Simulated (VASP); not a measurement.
Level of theory: PW91 GGA, VASP's PBE PAW potentials (set 64) (plane waves; VASP 6.6.1).

A VASP calculation is set up with these files.

### INCAR
```
# general
SYSTEM   =  ZrC
PREC     =  Accurate
ENCUT    =  520   # plane-wave cut-off (eV)
LREAL    =  .False.
LASPH    =  .True.   # aspherical one-centre terms
ICHARG   =  11

# electronic loop
EDIFF    =  1E-7
NELM     =  100   # most electronic steps
ALGO     =  Normal   # blocked Davidson
LMAXMIX  =  4

# smearing
ISMEAR   =  0   # Gaussian
SIGMA    =  0.05   # width (eV)

# functional
GGA      =  91   # PW91

# output
LWAVE    =  .False.
LCHARG   =  .False.
LORBIT   =  11   # lm-projected
```

### POSCAR
```
ZrC
1
    0.0000000000     2.3569377453     2.3569377453
    2.3569377453     0.0000000000     2.3569377453
    2.3569377453     2.3569377453     0.0000000000
Zr C
1 1
Direct
  0.0000000000   0.0000000000   0.0000000000
  0.5000000000   0.5000000000   0.5000000000
```

**KPOINTS**
```
k-points along high-symmetry lines
15
Line-mode
Reciprocal
  0.000000   0.000000   0.000000 ! GAMMA
  0.500000   0.000000   0.500000 ! X

  0.500000   0.000000   0.500000 ! X
  0.625000   0.250000   0.625000 ! U

  0.375000   0.375000   0.750000 ! K
  0.000000   0.000000   0.000000 ! GAMMA

  0.000000   0.000000   0.000000 ! GAMMA
  0.500000   0.500000   0.500000 ! L

  0.500000   0.500000   0.500000 ! L
  0.500000   0.250000   0.750000 ! W

  0.500000   0.250000   0.750000 ! W
  0.500000   0.000000   0.500000 ! X
```

POTCAR, in this order: Zr_sv C (PBE.64 set). Program: vasp_std. Read from the step before: CHGCAR.

What VASP printed:

File OSZICAR:
```
       N       E                     dE             d eps       ncg     rms          rms(c)
DAV:   1     0.111086793377E+03    0.11109E+03   -0.91377E+03  2168   0.135E+03
DAV:   2    -0.113593070147E+02   -0.12245E+03   -0.11683E+03  2524   0.336E+02
DAV:   3    -0.165008964309E+02   -0.51416E+01   -0.49790E+01  3372   0.591E+01
DAV:   4    -0.166535996816E+02   -0.15270E+00   -0.15248E+00  2624   0.930E+00
DAV:   5    -0.166580326243E+02   -0.44329E-02   -0.44323E-02  3248   0.129E+00
DAV:   6    -0.166580856299E+02   -0.53006E-04   -0.53005E-04  2624   0.134E-01
DAV:   7    -0.166580862789E+02   -0.64901E-06   -0.64757E-06  3180   0.132E-02
DAV:   8    -0.166580862824E+02   -0.35166E-08   -0.48118E-08  1812   0.138E-03
   1 F= -.16658086E+02 E0= -.16657122E+02  d E =-.192864E-02
```

File OUTCAR:
```
 val. band max:        9.7640833855   @ k =   0.0714   0.0714   0.0714

 cond. band min:       9.7803955735   @ k =   0.5536   0.1071   0.5536



 k-point     1 :       0.0000    0.0000    0.0000
  band No.  band energies     occupation
      1     -38.5434      2.00000
      2     -16.3508      2.00000
      3     -16.3508      2.00000
      4     -16.3508      2.00000
      5      -1.7577      2.00000
      6      10.4121      0.00000
      7      10.4121      0.00000
      8      10.4121      0.00000
      9      10.5624      0.00000
     10      10.5624      0.00000
     11      10.5624      0.00000
     12      12.2557      0.00000

 k-point     2 :       0.0357    0.0000    0.0357
  band No.  band energies     occupation
      1     -38.5418      2.00000
      2     -16.3613      2.00000
      3     -16.3543      2.00000
      4     -16.3543      2.00000
      5      -1.7195      2.00000
      6       9.9892      0.00000
      7      10.1014      0.00000
      8      10.1014      0.00000
      9      10.5080      0.00000
     10      10.9291      0.00000
     11      10.9291      0.00000
     12      12.2725      0.00000

 k-point     3 :       0.0714    0.0000    0.0714
  band No.  band energies     occupation
      1     -38.5370      2.00000
      2     -16.3922      2.00000
      3     -16.3646      2.00000
      4     -16.3646      2.00000
      5      -1.6082      2.00000
      6       9.2026      2.00000
      7       9.7861      0.82183
      8       9.7861      0.82182
      9      10.3532      0.00000
     10      11.4099      0.00000
     11      11.4099      0.00000
     12      12.3226      0.00000

 k-point     4 :       0.1071    0.0000    0.1071
  band No.  band energies     occupation
      1     -38.5292      2.00000
      2     -16.4410      2.00000
      3     -16.3812      2.00000
      4     -16.3812      2.00000
      5      -1.4338      2.00000
      6       8.3909      2.00000
      7       9.5311      2.00000
...
```

The density is held fixed in this step, so its total energy and stress have no physical meaning.

The compound is ZrC in the rock salt structure. It was relaxed first.
